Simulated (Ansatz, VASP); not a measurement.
# In3Sn5Te8 (Sn0.6In0.4Te, rock salt): VASP beside Ansatz, part 2 of 2

One calculation is typed for both programs; each brings its own data sets. How far apart do they land? The cell is invented: As first built, before any earlier steps moved the atoms (in the runner's words): 1x2x2 conventional cells of the SnTe type (32 atoms: 6 In, 10 Sn, 16 Te); Sn/In share their sites, the best of 600 random draws by like-pair counts in two shells; start lattice by linear mixing of the end members' cells; atoms moved at random by 0.02 A. It may not be a known or stable phase. Of the first pair: The structure shown is the start of the Ansatz relaxation below; VASP solves that cell, so the two are compared at the walk's first step.

VASP 6.6.1 and Ansatz 0.2.0.

So far. Step 3 (VASP: single point, PBE, start cell, pair 1): The run ends at a pressure of 0.11 GPa, with forces up to 0.11 eV/Å.

## (4) Differences

Known differences besides the potentials themselves: the data sets hold 474 valence electrons in Ansatz (on its default PAW (the set named soft_2) files) and 314 in VASP; the cutoff is 420 eV in Ansatz and 400 eV in VASP (PREC = Accurate, projectors in real space). Total energies have different zeros and are not compared.

Forces on 9 of the 32 atoms, those with the largest forces and the largest differences (eV/Å; atoms numbered as in POSCAR):

| atom | Ansatz x, y, z | VASP x, y, z |
| --- | --- | --- |
| In3 | 0.000, -0.026, -0.049 | 0.000, -0.026, -0.048 |
| Sn7 | 0.000, -0.020, -0.070 | 0.002, -0.019, -0.070 |
| Sn9 | 0.000, 0.080, 0.074 | 0.001, 0.079, 0.075 |
| Sn10 | -0.001, -0.068, -0.020 | 0.001, -0.069, -0.019 |
| Sn16 | -0.001, 0.074, 0.082 | 0.000, 0.074, 0.081 |
| Te20 | 0.001, -0.016, -0.009 | -0.001, -0.011, -0.004 |
| Te21 | -0.001, -0.065, -0.032 | -0.002, -0.072, -0.038 |
| Te29 | -0.003, 0.032, -0.037 | -0.006, 0.032, -0.044 |
| Te30 | 0.000, -0.030, -0.069 | -0.001, -0.034, -0.075 |

The forces differ by 2.3 meV/Å r.m.s., which is 7.6 % of the r.m.s. force of 0.031 eV/Å (both taken over all components).

## (5) Ansatz: relaxation, PBE

This run makes the geometry at which the two programs are then compared. The cell compared in this pair holds 1032.18 Å³, against 1028.25 Å³ for the pair before.

The structure compared here is the end of the Ansatz relaxation.

Contents of input.yaml:

```yaml
crystal:
  lattice:
    - [6.32709, -0.00023, 8.0e-05]
    - [-0.00046, 12.74753, 0.00644]
    - [0.00016, 0.00644, 12.74874]
  atoms:
    - { symbol: In, position: [0.50003, 0.99901, 0.25155] }
    - { symbol: In, position: [0.50045, 0.24993, 9.0e-05] }
    - { symbol: In, position: [0.00067, 0.75033, 0.25005] }
    - { symbol: In, position: [0.00015, 0.4998, 0.50079] }
    - { symbol: In, position: [0.50042, 0.50113, 0.74922] }
    - { symbol: In, position: [0.5004, 0.7492, 0.4996] }
    - { symbol: Sn, position: [0.00028, 0.99979, 0.00194] }
    - { symbol: Sn, position: [0.00038, 0.24862, 0.24968] }
    - { symbol: Sn, position: [0.00031, 0.99571, 0.49858] }
    - { symbol: Sn, position: [0.00037, 0.25144, 0.75009] }
    - { symbol: Sn, position: [0.50022, 0.00089, 0.75139] }
    - { symbol: Sn, position: [0.50029, 0.25163, 0.50028] }
    - { symbol: Sn, position: [0.00042, 0.49933, 0.99922] }
    - { symbol: Sn, position: [0.50037, 0.50205, 0.25237] }
    - { symbol: Sn, position: [0.50064, 0.75002, 0.00212] }
    - { symbol: Sn, position: [0.00055, 0.74811, 0.74592] }
    - { symbol: Te, position: [0.50032, 0.00031, 0.00056] }
    - { symbol: Te, position: [0.50022, 0.24931, 0.24939] }
    - { symbol: Te, position: [0.0001, 0.99939, 0.25096] }
    - { symbol: Te, position: [0.00033, 0.25021, 0.00033] }
    - { symbol: Te, position: [0.50033, 0.00129, 0.5015] }
    - { symbol: Te, position: [0.50026, 0.25019, 0.75058] }
    - { symbol: Te, position: [0.00023, 7.0e-05, 0.75033] }
    - { symbol: Te, position: [0.00018, 0.2492, 0.50003] }
    - { symbol: Te, position: [0.50046, 0.49915, 0.99969] }
    - { symbol: Te, position: [0.50064, 0.75113, 0.25035] }
    - { symbol: Te, position: [0.00061, 0.50024, 0.25063] }
    - { symbol: Te, position: [0.00065, 0.7498, 0.99948] }
    - { symbol: Te, position: [0.50041, 0.50001, 0.50145] }
    - { symbol: Te, position: [0.50046, 0.75109, 0.75177] }
    - { symbol: Te, position: [0.00029, 0.50062, 0.74978] }
    - { symbol: Te, position: [0.00028, 0.74885, 0.49902] }
kpoints:
  mp_grid: { grid: [5, 3, 3] }
hamiltonian:
  xc: pbe
scf:
  occupations: { method: methfessel_paxton, width: 0.15 }
output:
  forces: true
  stress: true
relax:
  f_tol: 0.02
  max_steps: 20
  cell: { stress_tol: 0.1 }
```

Launch:

```sh
$ ansatz run input.yaml --threads 4 --pin off --max-ram 15360MiB --backend cpu --events-out ev --progress --plain --runs-dir out
```

Numbers of over 12 decimals in the logs are rounded to 6 here.

The program printed:

```text
[...]
Crystal: 32 atoms, lattice volume = 1028.246 Å³
Basis set: ecut = 420 eV, 20087 PW (Γ), exchange–correlation on 90×180×180 points (8 copies of the dense FFT grid, shifted against one another)
Bands: 285, of which v1, the nominal top of the filled ones, is band 237 counted from 1 (236 counted from 0)
Symmetry: 1 space group operations
[...]
- { symbol: Te, position: [0.500355, 0.250393, 0.750278] }
    - { symbol: Te, position: [0.000359628, 0.00088359, 0.751180] }
    - { symbol: Te, position: [0.000357923, 0.251466, 0.500402] }
[...]
- { symbol: Te, position: [0.500334, 0.500237, 0.499775] }
    - { symbol: Te, position: [0.500346, 0.750405, 0.749747] }
    - { symbol: Te, position: [0.000359927, 0.500807, 0.748823] }
    - { symbol: Te, position: [0.000380286, 0.749743, 0.500080] }
[key lines of the parts left out:]
SCF converged after 5 iterations
Free energy (F): -205517.445379 eV
Fermi energy:    8.667822 eV
P = ⅓ Tr σ = -0.0025 GPa (-0.025 kbar)
```

## (6) VASP: single point, PBE, relaxed cell, pair 2

The same cell, functional, mesh and smearing now go to VASP, with its own data sets.

Contents of INCAR:

```
SYSTEM = In3Sn5Te8
PREC = Accurate
ENCUT = 500
EDIFF = 1E-06
NELM = 120
ISMEAR = 1
SIGMA = 0.15
LREAL = Auto
ALGO = Normal
GGA = PE
NBANDS = 184
LORBIT = 11
LWAVE = .FALSE.
LCHARG = .FALSE.
ISIF = 2
LASPH = .TRUE.
GGA_COMPAT = .FALSE.
KPAR = 4
```

Contents of POSCAR:

```
In3Sn5Te8
1.0
    6.3322000000     -0.0000210000     -0.0000520000
   -0.0000380000     12.7673380000      0.0440120000
   -0.0001040000      0.0440160000     12.7675210000
In Sn Te
6 10 16
Direct
    0.5002900000      0.9990500000      0.2510000000
    0.5004500000      0.2499100000      0.0002000000
    0.0004200000      0.7494400000      0.2505700000
    0.0002500000      0.5002400000      0.4998600000
    0.5003900000      0.5006300000      0.7493200000
    0.5004000000      0.7493200000      0.4996600000
    0.0003400000      0.9998400000      0.0010400000
    0.0004500000      0.2486400000      0.2506300000
    0.0003500000      0.9985500000      0.5004200000
    0.0004300000      0.2506000000      0.7502400000
    0.5003400000      0.0005000000      0.7508800000
    0.5004200000      0.2502400000      0.5002900000
    0.0003400000      0.5002300000      0.9990700000
    0.5002600000      0.5003700000      0.2506600000
    0.5003700000      0.7499700000      0.0005900000
    0.0004200000      0.7499700000      0.7488800000
    0.5003600000      0.9999700000      0.0007000000
    0.5003500000      0.2487800000      0.2501100000
    0.0003400000      0.9984800000      0.2511100000
    0.0004000000      0.2501800000      0.0004800000
    0.5003500000      0.9994300000      0.5007200000
    0.5003600000      0.2503900000      0.7502800000
    0.0003600000      0.0008800000      0.7511800000
    0.0003600000      0.2514700000      0.5004000000
    0.5003600000      0.4997900000      0.9991100000
    0.5003800000      0.7494600000      0.2505500000
    0.0004100000      0.5002200000      0.2505500000
    0.0003600000      0.7501100000      0.0018000000
    0.5003300000      0.5002400000      0.4997800000
    0.5003500000      0.7504100000      0.7497500000
    0.0003600000      0.5008100000      0.7488200000
    0.0003800000      0.7497400000      0.5000800000
```

Contents of KPOINTS:

```
Automatic mesh
0
Gamma
5 3 3
0 0 0
```

The projector-augmented-wave data sets are In_d, Sn_d and Te (PBE family, release 64).

Launch:

```sh
$ mpirun -np 4 vasp_std
```

The program printed:

```text
[... set-up lines as in an earlier step ...]
 entering main loop
       N       E                     dE             d eps       ncg     rms          rms(c)
DAV:   1     0.378227166830E+04    0.37823E+04   -0.12507E+05  8464   0.190E+03
DAV:   2     0.651099761713E+03   -0.31312E+04   -0.30764E+04  8464   0.550E+02
DAV:   3    -0.328121865242E+02   -0.68391E+03   -0.65191E+03  9504   0.233E+02
DAV:   4    -0.109378645155E+03   -0.76566E+02   -0.73780E+02 10040   0.711E+01
[...]
DAV:  12    -0.113053127269E+03   -0.22055E-04   -0.80187E-05 10208   0.206E-02    0.206E-02
DAV:  13    -0.113053130298E+03   -0.30298E-05   -0.85050E-06  8032   0.866E-03    0.663E-03
DAV:  14    -0.113053130982E+03   -0.68379E-06   -0.10412E-06  5696   0.403E-03
   1 F= -.11305313E+03 E0= -.11305507E+03  d E =0.581602E-02
```

OUTCAR, selected parts (step 6):

```text
  Total       -0.2851725     -0.1898193     -0.1728412      0.0113145      0.0444401     -0.0024193
  in kB       -0.4426514     -0.2946419     -0.2682882      0.0175626      0.0689810     -0.0037552
  external PRESSURE =      -0.3351938 kB  Pullay stress =       0.0000000 kB

 POSITION                                       TOTAL-FORCE (eV/Angst)
 -----------------------------------------------------------------------------------
      3.16787     12.76625      3.24859         0.000432      0.000992     -0.006841
      3.16894      3.19068      0.01353        -0.003583     -0.001080     -0.008467
      0.00260      9.57938      3.23214        -0.000094      0.007008     -0.001501
      0.00151      6.40873      6.40399        -0.000889     -0.001850      0.002349
      3.16847      6.42468      9.58897        -0.000552     -0.011804      0.006933
      3.16855      9.58880      6.41237        -0.002171      0.002608     -0.000764
      0.00211     12.76534      0.05728         0.001329      0.012465     -0.002420
      0.00281      3.18550      3.21087         0.000449     -0.004297      0.005961
      0.00213     12.77085      6.43307         0.002181     -0.002709     -0.002370
      0.00264      3.23252      9.58973        -0.002189     -0.001998      0.010169
      3.16817      0.03942      9.58687         0.001405     -0.004490     -0.009487
      3.16870      3.21691      6.39845        -0.000558      0.000137     -0.002030
      0.00203      6.43058     12.77766         0.000268      0.005425      0.000292
      3.16770      6.39942      3.22230         0.000410      0.001474     -0.000333
[...]
-----------------------------------------------------------------------------------
    total drift:                               -0.028003      0.013254      0.032038

  FREE ENERGIE OF THE ION-ELECTRON SYSTEM (eV)
  ---------------------------------------------------
  free  energy   TOTEN  =      -113.0531309821 eV

  energy  without entropy=     -113.0589470016  energy(sigma->0) =     -113.05506966

[... 1 part as in an earlier step ...]

[... 2 further parts left out ...]
[key lines of the parts left out:]
E-fermi :   6.0404
```

The run ends at a pressure of -0.03 GPa, with forces up to 0.014 eV/Å.

## (7) Side by side

What differs besides the data sets and the points named for the pairs above, as far as they apply: the data sets hold 474 valence electrons in Ansatz (on its default PAW (the set named soft_2) files) and 314 in VASP; the cutoff is 420 eV in Ansatz and 500 eV in VASP (PREC = Accurate, projectors in real space); Ansatz's pressure holds a Pulay correction, VASP's none. Total energies have different zeros and are not compared.

Both answers:

```csv
quantity,Ansatz,VASP,difference
pressure (GPa),0.00,-0.03,+0.03
```

At this near-relaxed geometry the largest component of a force difference is 9 meV/Å.

## (8) Results

| Property | Result |
| --- | --- |
| r.m.s. force difference (single point, PBE, start cell, pair 1) | 2.3 meV/Å |
| difference in pressure (single point, PBE, relaxed cell, pair 2) | 0.031 GPa |

In words: The r.m.s. force difference is 2.3 meV/Å (single point, PBE, start cell, pair 1), within the 12 meV/Å picked in this series as the mark of a large difference. The data sets hold unlike numbers of valence electrons (474 in Ansatz and 314 in VASP), so part of the differences comes from the potentials. Such differences can come from data sets, numerical settings and the points named under the comparisons, not from the functional's error against experiment.

[Lines on the potential files, build, host, timing and source positions are cut from VASP's logs without a mark.]

[Logs are printed without paths, hosts, clocks, repeated set-up lines and the standing remarks that a program may print on its own settings, such as how far it seeks lower states.]

[Hosts, paths, dates, database ids (printed as entryN), source tags and the programs' standing remarks are cut or masked in the printed files.]
